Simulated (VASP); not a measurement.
Computed with PBE GGA, VASP's PBE PAW potentials (set 64) (plane waves; VASP).

VASP input:

KPOINTS:
```
Automatic mesh
0
Gamma
9 9 4
0 0 0
```

INCAR:
```
! general
SYSTEM =LaN
PREC   =Accurate
ENCUT  =520
LREAL  =F
LASPH  =T

! electronic loop
EDIFF  =1E-6
NELM   =100
ALGO   =Normal
LMAXMIX=6

! smearing
ISMEAR =0
SIGMA  =0.05

! functional
GGA    =PE

! ions
ISIF   =2

! output
LWAVE  =F
LCHARG =F
```

POSCAR:
```
LaN
1
    3.1422690000    -2.2963250000     0.0000000000
    3.1422690000     2.2963250000     0.0000000000
   -1.1405290000     0.0000000000     6.7864240000
La N
2 2
Direct
  0.0000000000   0.5000000000   0.0000000000
  0.5000000000   0.0000000000   0.5000000000
  0.5816000000   0.4184000000   0.2500000000
  0.4184000000   0.5816000000   0.7500000000
```

POTCAR, in this order: La N (PBE.64 set). Program: vasp_std.

Output of the run:

### OUTCAR
```
 ion  position               nearest neighbor table
   1  0.000  0.500  0.000-   3 2.62   4 2.62   4 2.63   3 2.63
   2  0.500  0.000  0.500-   4 2.62   3 2.62   4 2.63   3 2.63
   3  0.582  0.418  0.250-   2 2.62   1 2.62   2 2.63   1 2.63
   4  0.418  0.582  0.750-   1 2.62   2 2.62   2 2.63   1 2.63
  LATTYP: Found a base centered monoclinic cell.
 ALAT       =     6.2845380000
 B/A-ratio  =     0.7307856202
 C/A-ratio  =     1.0950042048
 COS(beta)  =    -0.1657361282
 Subroutine PRICEL returns:
 Original cell was already a primitive cell.
 Subroutine GETGRP returns: Found  4 space group operations
The static configuration has the point symmetry S_2 .
 The point group associated with its full space group is C_2h.
The dynamic configuration has the point symmetry S_2 .
 Subroutine INISYM returns: Found  4 space group operations
 Subroutine IBZKPT returns following result:
 Found     95 irreducible k-points:

 Following reciprocal coordinates:
            Coordinates               Weight
  0.000000  0.000000  0.000000      1.000000
  0.111111  0.000000 -0.000000      4.000000
  0.222222  0.000000  0.000000      4.000000
...
```

### OSZICAR
```
       N       E                     dE             d eps       ncg     rms          rms(c)
DAV:   1     0.373927222939E+03    0.37393E+03   -0.12202E+04  3800   0.222E+03
DAV:   2     0.513332838681E+02   -0.32259E+03   -0.31696E+03  6176   0.378E+02
DAV:   3    -0.275070515252E+02   -0.78840E+02   -0.77937E+02  6428   0.214E+02
DAV:   4    -0.355286996109E+02   -0.80216E+01   -0.77529E+01  6936   0.572E+01
DAV:   5    -0.362128964841E+02   -0.68420E+00   -0.68126E+00  6776   0.203E+01    0.138E+01
DAV:   6    -0.311698629743E+02    0.50430E+01   -0.80148E+01  6280   0.467E+01    0.101E+01
DAV:   7    -0.298357801089E+02    0.13341E+01   -0.18034E+01  6196   0.420E+01    0.338E+00
DAV:   8    -0.298008742588E+02    0.34906E-01   -0.72867E-01  6860   0.873E+00    0.166E+00
DAV:   9    -0.297819816138E+02    0.18893E-01   -0.18936E-01  7300   0.399E+00    0.447E-01
DAV:  10    -0.297816356631E+02    0.34595E-03   -0.34653E-02  7056   0.152E+00    0.202E-01
DAV:  11    -0.297820702663E+02   -0.43460E-03   -0.25695E-03  6912   0.450E-01    0.989E-02
DAV:  12    -0.297820991602E+02   -0.28894E-04   -0.38701E-04  7280   0.174E-01    0.223E-02
DAV:  13    -0.297820972638E+02    0.18964E-05   -0.10760E-04  6552   0.115E-01    0.685E-03
DAV:  14    -0.297820997762E+02   -0.25124E-05   -0.18581E-05  5264   0.265E-02    0.610E-03
DAV:  15    -0.297820997380E+02    0.38205E-07   -0.66244E-06  4560   0.305E-02
   1 F= -.29782100E+02 E0= -.29782098E+02  d E =-.290823E-05
```

**OUTCAR**
```
------------------------ aborting loop because EDIFF is reached ----------------------------------------
  FORCE on cell =-STRESS in cart. coord.  units (eV):
  Direction    XX          YY          ZZ          XY          YZ          ZX
  --------------------------------------------------------------------------------------
  Total       -5.0680324     -8.5191271     -8.5881483      0.0000000      0.0000000      0.7397577
  in kB      -82.9091116   -139.3663668   -140.4955010      0.0000000      0.0000000     12.1018671
  external PRESSURE =    -120.9236598 kB  Pullay stress =       0.0000000 kB
  volume of cell :       97.94
      direct lattice vectors                 reciprocal lattice vectors
     3.142269000 -2.296325000  0.000000000     0.159120686 -0.217739214  0.026741883
     3.142269000  2.296325000  0.000000000     0.159120686  0.217739214  0.026741883
    -1.140529000  0.000000000  6.786424000     0.000000000  0.000000000  0.147353009
 POSITION                                       TOTAL-FORCE (eV/Angst)
 -----------------------------------------------------------------------------------
      1.57113      1.14816      0.00000        -0.000000      0.000000     -0.000000
      1.00087     -1.14816      3.39321        -0.000000      0.000000     -0.000000
      2.85714     -0.37476      1.69661         0.000000     -0.183196      0.000000
      2.28687      0.37476      5.08982        -0.000000      0.183196     -0.000000
 -----------------------------------------------------------------------------------
    total drift:                                0.000000     -0.000000      0.000000
  FREE ENERGIE OF THE ION-ELECTRON SYSTEM (eV)
  ---------------------------------------------------
  free  energy   TOTEN  =       -29.7820997380 eV

  energy  without entropy=      -29.7820968298  energy(sigma->0) =      -29.78209828
```
(Selected blocks of OUTCAR.)

The structure was generated: LaN was put into the tenorite type (C2/c), which need not be its known phase. The cell was not relaxed at this level. The run is one of a series of settings (KPOINTS 9×9×4 Γ-centred mesh against the base run), some of them coarse on purpose.
